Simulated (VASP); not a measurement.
Computed with PBEsol GGA, VASP's PBE PAW potentials (set 64) (plane waves; VASP).

VASP ran on this input.

**KPOINTS**
```
Regular mesh
0
gamma
  14 14 13
0 0 0
```

POSCAR:
```
WC
1.0
  1.4654286123  -2.5381968864   0.0000000000
  1.4654286123   2.5381968864   0.0000000000
  0.0000000000   0.0000000000   2.8571307772
W C
1 1
Cart
  0.0000000000   0.0000000000   0.0000000000
  1.4654286123   0.8460673209   1.4285653886
```

**INCAR**
```
SYSTEM = WC
PREC = Accurate
ENCUT = 520
EDIFF = 1E-7
NELM = 100
ALGO = Normal
LREAL = .FALSE.
LASPH = .TRUE.
ISMEAR = 1
SIGMA = 0.1
GGA = PS
LMAXMIX = 6
LWAVE = .FALSE.
LCHARG = .FALSE.
ISIF = 4
IBRION = 2
NSW = 30
EDIFFG = -0.01
```

POTCAR, in this order: W_sv C (PBE.64 set). Program: vasp_std.

Output of the run:

OUTCAR:
```
 ion  position               nearest neighbor table
   1  0.000  0.000  0.000-   2 2.21   2 2.21   2 2.21   2 2.21   2 2.21   2 2.21
   2  0.333  0.667  0.500-   1 2.21   1 2.21   1 2.21   1 2.21   1 2.21   1 2.21
  LATTYP: Found a hexagonal cell.
 ALAT       =     2.9308572896
 C/A-ratio  =     0.9748447280
 Subroutine PRICEL returns:
 Original cell was already a primitive cell.
 Subroutine GETGRP returns: Found 12 space group operations
The static configuration has the point symmetry D_3h.
The dynamic configuration has the point symmetry D_3h.
 Subroutine INISYM returns: Found 12 space group operations
 Subroutine IBZKPT returns following result:
 Found    168 irreducible k-points:

 Following reciprocal coordinates:
            Coordinates               Weight
  0.000000  0.000000  0.000000      1.000000
  0.071429  0.000000  0.000000      6.000000
  0.142857  0.000000  0.000000      6.000000
  0.214286 -0.000000  0.000000      6.000000
  0.285714  0.000000  0.000000      6.000000
  0.357143 -0.000000  0.000000      6.000000
  0.428571 -0.000000  0.000000      6.000000
  0.500000 -0.000000  0.000000      3.000000
  0.071429  0.071429  0.000000      6.000000
  0.142857  0.071429  0.000000     12.000000
  0.214286  0.071429  0.000000     12.000000
  0.285714  0.071429  0.000000     12.000000
  0.357143  0.071429  0.000000     12.000000
  0.428571  0.071429  0.000000     12.000000
  0.142857  0.142857  0.000000      6.000000
  0.214286  0.142857  0.000000     12.000000
  0.285714  0.142857  0.000000     12.000000
  0.357143  0.142857  0.000000     12.000000
  0.428571  0.142857  0.000000      6.000000
  0.214286  0.214286  0.000000      6.000000
  0.285714  0.214286  0.000000     12.000000
  0.357143  0.214286  0.000000     12.000000
  0.285714  0.285714  0.000000      6.000000
  0.357143  0.285714  0.000000      6.000000
  0.000000  0.000000  0.076923      2.000000
  0.071429  0.000000  0.076923     12.000000
  0.142857  0.000000  0.076923     12.000000
  0.214286 -0.000000  0.076923     12.000000
  0.285714  0.000000  0.076923     12.000000
  0.357143 -0.000000  0.076923     12.000000
  0.428571 -0.000000  0.076923     12.000000
  0.500000 -0.000000  0.076923      6.000000
  0.071429  0.071429  0.076923     12.000000
  0.142857  0.071429  0.076923     24.000000
  0.214286  0.071429  0.076923     24.000000
  0.285714  0.071429  0.076923     24.000000
  0.357143  0.071429  0.076923     24.000000
  0.428571  0.071429  0.076923     24.000000
  0.142857  0.142857  0.076923     12.000000
  0.214286  0.142857  0.076923     24.000000
   k-points           NKPTS =    168   k-points in BZ     NKDIM =    168   number of bands    NBANDS=     13
   number of dos      NEDOS =    301   number of ions     NIONS =      2
   total plane-waves  NPLWV =  13824
   dimension x,y,z NGX =    24 NGY =   24 NGZ =   24
   dimension x,y,z NGXF=    48 NGYF=   48 NGZF=   48
   ions per type =               1   1
   PREC   = accura    normal or accurate (medium, high low for compatibility)
   ISTART =      0    job   : 0-new  1-cont  2-samecut
   ICHARG =      2    charge: 1-file 2-atom 10-const
   ISPIN  =      1    spin polarized calculation?
   LNONCOLLINEAR =      F non collinear calculations
   LSORBIT =      F    spin-orbit coupling
   INIWAV =      1    electr: 0-lowe 1-rand  2-diag
   ENCUT  =  520.0 eV  38.22 Ry    6.18 a.u.   5.45  5.45  5.31*2*pi/ulx,y,z
   NELM   =    100;   NELMIN=  2; NELMDL= -5     # of ELM steps
   EDIFF  = 0.1E-06   stopping-criterion for ELM
   LREAL  =      F    real-space projection
   NLSPLINE    = F    spline interpolate recip. space projectors
...
```

**OSZICAR**
```
       N       E                     dE             d eps       ncg     rms          rms(c)
DAV:   1     0.106024501035E+03    0.10602E+03   -0.98250E+03  4376   0.153E+03
DAV:   2    -0.230072833731E+02   -0.12903E+03   -0.12557E+03  5033   0.379E+02
DAV:   3    -0.267606994356E+02   -0.37534E+01   -0.37205E+01  5281   0.595E+01
DAV:   4    -0.267973425317E+02   -0.36643E-01   -0.36631E-01  4796   0.620E+00
DAV:   5    -0.267976642755E+02   -0.32174E-03   -0.32169E-03  5243   0.593E-01    0.316E+01
DAV:   6    -0.239976519378E+02    0.28000E+01   -0.89854E+00  4948   0.308E+01    0.847E+00
DAV:   7    -0.239122228891E+02    0.85429E-01   -0.41789E-01  4573   0.570E+00    0.589E+00
DAV:   8    -0.238793291889E+02    0.32894E-01   -0.81385E-02  4858   0.259E+00    0.713E-01
DAV:   9    -0.238783513779E+02    0.97781E-03   -0.37781E-03  4713   0.491E-01    0.149E-01
DAV:  10    -0.238781790766E+02    0.17230E-03   -0.30236E-04  5138   0.238E-01    0.627E-02
DAV:  11    -0.238781788138E+02    0.26286E-06   -0.19377E-05  4778   0.425E-02    0.105E-02
DAV:  12    -0.238781778541E+02    0.95964E-06   -0.42735E-06  4778   0.185E-02    0.272E-03
DAV:  13    -0.238781778838E+02   -0.29636E-07   -0.81034E-08  2714   0.313E-03
   1 F= -.23878178E+02 E0= -.23878214E+02  d E =-.238782E+02
       N       E                     dE             d eps       ncg     rms          rms(c)
DAV:   1    -0.238787375557E+02   -0.55970E-03   -0.20410E-02  4388   0.171E+00    0.119E-01
DAV:   2    -0.238783117158E+02    0.42584E-03   -0.85945E-04  4653   0.292E-01    0.636E-02
DAV:   3    -0.238781571662E+02    0.15455E-03   -0.32634E-04  4703   0.165E-01    0.200E-02
DAV:   4    -0.238781558815E+02    0.12846E-05   -0.12632E-05  4818   0.351E-02    0.895E-03
DAV:   5    -0.238781554321E+02    0.44946E-06   -0.10833E-06  4698   0.100E-02    0.195E-03
DAV:   6    -0.238781553469E+02    0.85170E-07   -0.12519E-07  2680   0.361E-03
   2 F= -.23878155E+02 E0= -.23878187E+02  d E =0.225369E-04
       N       E                     dE             d eps       ncg     rms          rms(c)
DAV:   1    -0.238783962313E+02   -0.24080E-03   -0.63720E-03  4388   0.956E-01    0.666E-02
DAV:   2    -0.238782629260E+02    0.13331E-03   -0.26809E-04  4658   0.163E-01    0.356E-02
DAV:   3    -0.238782144513E+02    0.48475E-04   -0.10388E-04  4703   0.927E-02    0.110E-02
DAV:   4    -0.238782142463E+02    0.20496E-06   -0.38916E-06  4803   0.195E-02    0.495E-03
DAV:   5    -0.238782142442E+02    0.20823E-08   -0.33535E-07  4583   0.554E-03
   3 F= -.23878214E+02 E0= -.23878249E+02  d E =-.363605E-04
```

### OUTCAR
```
------------------------ aborting loop because EDIFF is reached ----------------------------------------
  FORCE on cell =-STRESS in cart. coord.  units (eV):
  Direction    XX          YY          ZZ          XY          YZ          ZX
  --------------------------------------------------------------------------------------
  Total       -1.4910497     -1.4910498     -1.4874338      0.0000000     -0.0000000      0.0000000
  in kB     -112.3964567   -112.3964631   -112.1238836      0.0000000     -0.0000000      0.0000000
  external PRESSURE =    -112.3056011 kB  Pullay stress =       0.0000000 kB
  volume of cell :       21.25
      direct lattice vectors                 reciprocal lattice vectors
     1.465956624 -2.539111427  0.000000000     0.341074212 -0.196919282  0.000000000
     1.465956624  2.539111427 -0.000000000     0.341074212  0.196919282  0.000000000
     0.000000000  0.000000000  2.855072975     0.000000000  0.000000000  0.350253744
 POSITION                                       TOTAL-FORCE (eV/Angst)
 -----------------------------------------------------------------------------------
      0.00000      0.00000      0.00000        -0.000000     -0.000000     -0.000000
      1.46596      0.84637      1.42754         0.000000      0.000000      0.000000
 -----------------------------------------------------------------------------------
    total drift:                                0.000000     -0.000384      0.000000
  FREE ENERGIE OF THE ION-ELECTRON SYSTEM (eV)
  ---------------------------------------------------
  free  energy   TOTEN  =       -23.8782142442 eV

  energy  without entropy=      -23.8783178233  energy(sigma->0) =      -23.87824877

 reached required accuracy - stopping structural energy minimisation
```
(Selected blocks of OUTCAR.)

### CONTCAR
```
WC
   1.00000000000000
     1.4659566238262614   -2.5391114268822221    0.0000000000000000
     1.4659566238262614    2.5391114268822221   -0.0000000000000000
     0.0000000000000000    0.0000000000000000    2.8550729750139330
  W               C
     1     1
Direct
     0.0000000000000000    0.0000000000000000    0.0000000000000000
     0.3333330000000032    0.6666669999999968    0.5000000000000000
```

### OUTCAR
```
 val. band max:       10.5538351966   @ k =   0.0714   0.0714   0.3846

 cond. band min:      10.6197136146   @ k =   0.5000  -0.0000   0.3846


 Fermi energy:        10.5806323560

 k-point     1 :       0.0000    0.0000    0.0000
  band No.  band energies     occupation
      1     -63.3958      2.00000
      2     -27.3779      2.00000
      3     -27.2883      2.00000
      4     -27.2883      2.00000
      5      -3.6527      2.00000
      6       6.4002      2.00000
      7       7.3467      2.00000
      8       7.3467      2.00000
      9      10.7265     -0.05889
     10      13.7105      0.00000
     11      13.7106      0.00000
     12      16.1220      0.00000
     13      16.1221      0.00000

 k-point     2 :       0.0714    0.0000    0.0000
  band No.  band energies     occupation
      1     -63.3932      2.00000
      2     -27.3729      2.00000
      3     -27.3272      2.00000
      4     -27.2972      2.00000
      5      -3.5220      2.00000
      6       6.4381      2.00000
      7       7.1651      2.00000
      8       7.4685      2.00000
      9      10.3277      2.00203
     10      13.6641      0.00000
     11      14.1545      0.00000
     12      15.8413      0.00000
     13      16.0274      0.00000

 k-point     3 :       0.1429    0.0000    0.0000
  band No.  band energies     occupation
      1     -63.3860      2.00000
      2     -27.4351      2.00000
      3     -27.3590      2.00000
      4     -27.3218      2.00000
      5      -3.1460      2.00000
      6       6.2171      2.00000
      7       7.0501      2.00000
      8       7.8182      2.00000
      9       9.5361      2.00000
     10      13.5367      0.00000
     11      15.0544      0.00000
     12      15.1773      0.00000
     13      15.7839      0.00000

 k-point     4 :       0.2143   -0.0000    0.0000
  band No.  band energies     occupation
      1     -63.3756      2.00000
      2     -27.5880      2.00000
      3     -27.3573      2.00000
...
```

Unless said otherwise, spin-orbit coupling is left out, though it shifts the bands of the heavy elements here.

The compound is WC in the wc structure. This cell is one point of a volume scan, at 1.03 of the reference volume. Symmetry was kept, so distortions that lower it aren't found.
